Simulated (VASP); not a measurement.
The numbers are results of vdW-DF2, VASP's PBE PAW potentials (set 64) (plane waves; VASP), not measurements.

The input files of a VASP run:

File KPOINTS:
```
kpoints
0
Gamma
  16 16 9
0 0 0
```

### POSCAR
```
Co
1.0
  1.2610379279  -2.1841820062   0.0000000000
  1.2610379279   2.1841820062   0.0000000000
  0.0000000000   0.0000000000   4.0706432026
Co
2
direct
  0.3333330000   0.6666670000   0.2500000000
  0.6666670000   0.3333330000   0.7500000000
```

INCAR:
```
SYSTEM=Co
PREC=Accurate; ENCUT=520; LREAL=.False.
LASPH=.True.
EDIFF=1E-7; NELM=100; ALGO=Normal
LMAXMIX=4
ISMEAR=1; SIGMA=0.1
GGA=ML; LUSE_VDW=.True.; AGGAC=0.0
ZAB_VDW=-1.8867
ISPIN=2; MAGMOM=2*1.6
IBRION=2; NSW=30; ISIF=4
EDIFFG=-0.01
LWAVE=.False.; LCHARG=.False.; LORBIT=10
```

POTCAR, in this order: Co (PBE.64 set). Program: vasp_std.

The run wrote:

OSZICAR:
```
       N       E                     dE             d eps       ncg     rms          rms(c)
DAV:   1     0.886541372017E+02    0.88654E+02   -0.83597E+03  9136   0.157E+03
DAV:   2    -0.664432617543E+01   -0.95298E+02   -0.88218E+02  9028   0.256E+02
DAV:   3    -0.895952931034E+01   -0.23152E+01   -0.22490E+01 10778   0.566E+01
DAV:   4    -0.899578378326E+01   -0.36254E-01   -0.36244E-01 13104   0.540E+00
DAV:   5    -0.899607515856E+01   -0.29138E-03   -0.29136E-03 11172   0.470E-01    0.127E+01
DAV:   6    -0.782432891389E+01    0.11717E+01   -0.11366E+01  9805   0.678E+01    0.695E+00
DAV:   7    -0.742260235755E+01    0.40173E+00   -0.17915E+00 10183   0.260E+01    0.331E+00
DAV:   8    -0.741149615407E+01    0.11106E-01   -0.27985E-02 12099   0.169E+00    0.160E+00
DAV:   9    -0.739985506381E+01    0.11641E-01   -0.53529E-03 13389   0.121E+00    0.516E-01
DAV:  10    -0.739945362838E+01    0.40144E-03   -0.42514E-03 11384   0.862E-01    0.160E-01
DAV:  11    -0.739966954939E+01   -0.21592E-03   -0.42627E-04 11560   0.247E-01    0.340E-02
DAV:  12    -0.739967961043E+01   -0.10061E-04   -0.13321E-05 11562   0.427E-02    0.169E-02
DAV:  13    -0.739968303970E+01   -0.34293E-05   -0.90317E-06 10407   0.423E-02    0.451E-03
DAV:  14    -0.739968339492E+01   -0.35523E-06   -0.37573E-07 11068   0.638E-03    0.242E-03
DAV:  15    -0.739968316717E+01    0.22776E-06   -0.25440E-08  5823   0.259E-03    0.641E-04
DAV:  16    -0.739968302842E+01    0.13874E-06   -0.19208E-08  5116   0.166E-03    0.258E-04
DAV:  17    -0.739968302144E+01    0.69813E-08   -0.35754E-09  5081   0.679E-04
   1 F= -.73996830E+01 E0= -.73998241E+01  d E =-.739968E+01  mag=     3.0824
```

File OUTCAR:
```
------------------------ aborting loop because EDIFF is reached ----------------------------------------
  FORCE on cell =-STRESS in cart. coord.  units (eV):
  Direction    XX          YY          ZZ          XY          YZ          ZX
  --------------------------------------------------------------------------------------
  Total        0.7073142      0.7073144      0.7062112      0.0000000     -0.0000000      0.0000000
  in kB       50.5374094     50.5374207     50.4585977      0.0000000     -0.0000000      0.0000000
  external PRESSURE =      50.5111426 kB  Pullay stress =       0.0000000 kB
  volume of cell :       22.42
      direct lattice vectors                 reciprocal lattice vectors
     1.261037928 -2.184182006  0.000000000     0.396498780 -0.228918652  0.000000000
     1.261037928  2.184182006  0.000000000     0.396498780  0.228918652  0.000000000
     0.000000000  0.000000000  4.070643203     0.000000000  0.000000000  0.245661423
 POSITION                                       TOTAL-FORCE (eV/Angst)
 -----------------------------------------------------------------------------------
      1.26104      0.72806      1.01766        -0.000000     -0.000000      0.000000
      1.26104     -0.72806      3.05298         0.000000      0.000000      0.000000
 -----------------------------------------------------------------------------------
    total drift:                               -0.000000      0.000008     -0.000030
  FREE ENERGIE OF THE ION-ELECTRON SYSTEM (eV)
  ---------------------------------------------------
  free  energy   TOTEN  =        -7.3996830214 eV

  energy  without entropy=       -7.4001062083  energy(sigma->0) =       -7.39982408

 total charge

# of ion       s       p       d       tot
------------------------------------------
    1        0.466   0.468   7.303   8.236
    2        0.466   0.468   7.303   8.236
--------------------------------------------------
tot          0.931   0.936  14.606  16.473

 magnetization (x)

# of ion       s       p       d       tot
------------------------------------------
    1       -0.014  -0.050   1.637   1.573
    2       -0.014  -0.050   1.637   1.573
--------------------------------------------------
tot         -0.027  -0.101   3.273   3.145

 reached required accuracy - stopping structural energy minimisation
```
(Selected blocks of OUTCAR.)

### OUTCAR
```
 val. band max:        9.8517642984   @ k =   0.2500   0.0000   0.0000

 cond. band min:       9.8593998723   @ k =   0.4375   0.0000   0.2222


 Fermi energy:         9.8560839961

 spin component 1

 k-point     1 :       0.0000    0.0000    0.0000
  band No.  band energies     occupation
      1       1.3848      1.00000
      2       5.0602      1.00000
      3       7.4598      1.00000
      4       7.4751      1.00000
      5       7.4751      1.00000
      6       7.7708      1.00000
      7       7.7708      1.00000
      8       8.0871      1.00000
      9       8.0871      1.00000
     10       9.1478      1.00000
     11       9.1478      1.00000
     12      10.1725     -0.00004
     13      16.0895      0.00000
     14      32.0065      0.00000
     15      33.8344      0.00000

 k-point     2 :       0.0625    0.0000    0.0000
  band No.  band energies     occupation
      1       1.5189      1.00000
      2       5.1406      1.00000
      3       7.3130      1.00000
      4       7.5362      1.00000
      5       7.6060      1.00000
      6       7.7422      1.00000
      7       7.8249      1.00000
      8       8.0218      1.00000
      9       8.0487      1.00000
     10       8.6839      1.00000
     11       9.1645      1.00000
     12      10.7947     -0.00000
     13      16.1153      0.00000
     14      30.7734      0.00000
     15      32.4512      0.00000

 k-point     3 :       0.1250    0.0000    0.0000
  band No.  band energies     occupation
      1       1.9136      1.00000
      2       5.3598      1.00000
      3       7.1285      1.00000
      4       7.6351      1.00000
      5       7.6979      1.00000
      6       7.7132      1.00000
      7       7.7956      1.00000
      8       7.9463      1.00000
      9       7.9808      1.00000
     10       8.2249      1.00000
     11       9.2052      1.00000
     12      11.8598      0.00000
     13      16.2000      0.00000
...
```

The compound is Co in the hcp structure. This cell is one point of a volume scan, at 0.97 of the reference volume.
